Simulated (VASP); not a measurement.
Computed with PBEsol GGA, VASP's PBE PAW potentials (set 64) (plane waves; VASP).

VASP ran on this input.

**POSCAR**
```
Al3Sc
1
    4.1130672629     0.0000000000     0.0000000000
    0.0000000000     4.1130672629     0.0000000000
    0.0000000000     0.0000000000     4.1130672629
Sc Al
1 3
Direct
  0.0000000000   0.0000000000   0.0000000000
  0.0000000000   0.5000000000   0.5000000000
  0.5000000000   0.0000000000   0.5000000000
  0.5000000000   0.5000000000   0.0000000000
```

INCAR:
```
# general
SYSTEM   =  Al3Sc
PREC     =  Accurate
ENCUT    =  520
LREAL    =  .FALSE.
LASPH    =  .TRUE.

# electronic loop
EDIFF    =  1E-7
NELM     =  100
ALGO     =  Normal
LMAXMIX  =  4

# smearing
ISMEAR   =  1
SIGMA    =  0.1

# functional
GGA      =  PS

# ions
ISIF     =  2

# output
LWAVE    =  .FALSE.
LCHARG   =  .FALSE.
```

File KPOINTS:
```
Automatic mesh
0
Gamma
8 8 8
0 0 0
```

POTCAR, in this order: Sc_sv Al (PBE.64 set). Program: vasp_std.

What VASP printed:

**OSZICAR**
```
       N       E                     dE             d eps       ncg     rms          rms(c)
DAV:   1     0.114515256062E+03    0.11452E+03   -0.84558E+03   980   0.130E+03
DAV:   2    -0.133618963134E+02   -0.12788E+03   -0.12595E+03   986   0.364E+02
DAV:   3    -0.216727741923E+02   -0.83109E+01   -0.80211E+01  1546   0.751E+01
DAV:   4    -0.218241948269E+02   -0.15142E+00   -0.15130E+00  1402   0.108E+01
DAV:   5    -0.218278305753E+02   -0.36357E-02   -0.36349E-02  1390   0.153E+00    0.898E+00
DAV:   6    -0.208374437730E+02    0.99039E+00   -0.49721E+00  1612   0.261E+01    0.317E+00
DAV:   7    -0.207763737146E+02    0.61070E-01   -0.10031E-01  1204   0.273E+00    0.180E+00
DAV:   8    -0.207479128029E+02    0.28461E-01   -0.44725E-02  1458   0.179E+00    0.232E-01
DAV:   9    -0.207474976929E+02    0.41511E-03   -0.32239E-03  1274   0.496E-01    0.914E-02
DAV:  10    -0.207474490788E+02    0.48614E-04   -0.20043E-04  1468   0.131E-01    0.752E-02
DAV:  11    -0.207474485316E+02    0.54721E-06   -0.47901E-05  1566   0.512E-02    0.499E-02
DAV:  12    -0.207474369322E+02    0.11599E-04   -0.42802E-05  1560   0.730E-02    0.548E-03
DAV:  13    -0.207474370625E+02   -0.13035E-06   -0.13687E-06  1368   0.132E-02    0.382E-03
DAV:  14    -0.207474371151E+02   -0.52597E-07   -0.72784E-07  1244   0.921E-03
   1 F= -.20747437E+02 E0= -.20746703E+02  d E =-.220182E-02
```

### OUTCAR
```
------------------------ aborting loop because EDIFF is reached ----------------------------------------
  FORCE on cell =-STRESS in cart. coord.  units (eV):
  Direction    XX          YY          ZZ          XY          YZ          ZX
  --------------------------------------------------------------------------------------
  Total       -1.0833583     -1.0833583     -1.0833583      0.0000000      0.0000000      0.0000000
  in kB      -24.9451000    -24.9451000    -24.9451000      0.0000000      0.0000000      0.0000000
  external PRESSURE =     -24.9451000 kB  Pullay stress =       0.0000000 kB
  volume of cell :       69.58
      direct lattice vectors                 reciprocal lattice vectors
     4.113067263  0.000000000  0.000000000     0.243127558  0.000000000  0.000000000
     0.000000000  4.113067263  0.000000000     0.000000000  0.243127558  0.000000000
     0.000000000  0.000000000  4.113067263     0.000000000  0.000000000  0.243127558
 POSITION                                       TOTAL-FORCE (eV/Angst)
 -----------------------------------------------------------------------------------
      0.00000      0.00000      0.00000         0.000000      0.000000      0.000000
      0.00000      2.05653      2.05653         0.000000      0.000000      0.000000
      2.05653      0.00000      2.05653         0.000000      0.000000      0.000000
      2.05653      2.05653      0.00000         0.000000      0.000000      0.000000
 -----------------------------------------------------------------------------------
    total drift:                                0.000000      0.000000      0.000000
  FREE ENERGIE OF THE ION-ELECTRON SYSTEM (eV)
  ---------------------------------------------------
  free  energy   TOTEN  =       -20.7474371151 eV

  energy  without entropy=      -20.7452352995  energy(sigma->0) =      -20.74670318
```
(Selected blocks of OUTCAR.)

The compound is Al3Sc in the L1_2 structure. This cell is one point of a volume scan, at 1.03 of the reference volume.
